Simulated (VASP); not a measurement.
Here is the system:

```
CELL_PARAMETERS angstrom
      2.45972     0.00000     0.00000
      0.00000     2.45972     0.00000
      0.00000     0.00000     2.45972
ATOMIC_POSITIONS crystal
  Co 0.00000 0.00000 0.00000
  C  0.50000 0.50000 0.50000
```
Starting moments (μB, in the order of the record's atoms Co C): 0.7 0.0.

Calculation: PBEsol GGA, VASP's PBE PAW potentials (set 64) (plane waves; VASP). Settings: 520 eV cut-off, Gaussian smearing of 0.050 eV, potentials Co C.

Problem. Give the spin-up energies of bands 2 to 9 at the high-symmetry points, in eV from the Fermi level.

Solution. 
```tsv
band	Γ	X	M	R
2	-4.81	-9.84	-6.08	-7.77
3	-4.81	-4.21	-6.08	-7.77
4	-1.41	-3.74	-4.22	-6.43
5	-1.41	-3.74	-2.35	-0.73
6	-1.41	-1.27	-2.35	-0.73
7	0.67	-0.43	-0.79	3.22
8	0.67	4.56	0.58	3.22
9	0.67	4.56	2.97	3.22
```

Problem. Give the spin-down energies of bands 2 to 9 at the high-symmetry points, in eV from the Fermi level.

Solution. 
```tsv
band	Γ	X	M	R
2	-4.00	-9.68	-5.99	-7.54
3	-4.00	-3.34	-5.99	-7.54
4	-0.85	-3.34	-3.46	-6.31
5	-0.85	-3.32	-1.83	0.39
6	-0.85	-0.71	-1.83	0.39
7	0.79	0.58	0.33	3.65
8	0.79	4.84	1.08	3.65
9	0.79	4.84	3.09	3.65
```

It has no gap at this level: it comes out as a metal or semimetal.

The structure was generated: CoC was put into the CsCl type type (Pm-3m), which need not be its known phase. It was relaxed first, which changed the volume by -18 %.
